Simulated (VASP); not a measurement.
The system is AlZn.

```
Al Zn
1.0
     4.07297    0.00000    0.00000
    -2.03648    3.52729    0.00000
     0.00000    0.00000    4.91612
Al Zn
2 2
Direct
  0.33333 0.66667 0.25000
  0.66667 0.33333 0.75000
  0.00000 0.00000 0.00000
  0.00000 0.00000 0.50000
```

The cell was built by a generator and needn't be a form met in nature.

| Quantity | Value |
| --- | --- |
| Program | VASP 6.6.1 |
| Task | single point |
| Functional | PBE |
| Potentials or basis | VASP PAW PBE potentials, release 64 (Al, Zn) |
| Cutoff | 520 eV |
| k mesh | 8 × 8 × 6 |
| Occupations | fermi-dirac, width 0.05 eV |
| Spin | no spin polarisation |

On this cell: pressure 0.4 GPa; largest force under 0.003 eV/Å; band gap on the k mesh none (metal or under the smearing width).

The same run follows on a disturbed copy (atoms moved at random, drawn with an rms of 0.05 Å):

```xyz
4
Lattice="4.0730 0.0000 0.0000 -2.0365 3.5273 0.0000 0.0000 0.0000 4.9161" Properties=species:S:1:pos:R:3 pbc="T T T"
Al    0.0265    2.3426    1.2205
Al    1.9923    1.1855    3.6912
Zn    0.0213    0.0279   -0.0108
Zn    0.0436   -0.0002    2.4981
```

Problem. What changes?

Solution. The energy (extrapolated to zero smearing) moves by +6.7 meV/atom; pressure 0.6 GPa; largest force 0.555 eV/Å; band gap on the k mesh none (metal or under the smearing width).

Forces on the atoms (eV/Å):
```
Al   0.058  0.093  0.054
Al   0.329  0.065  0.038
Zn  -0.163 -0.120  0.415
Zn  -0.224 -0.037 -0.506
```

Stress tensor (GPa, compression positive):
```
-0.01  1.06 -0.02
 1.06  0.43  0.06
-0.02  0.06  1.37
```
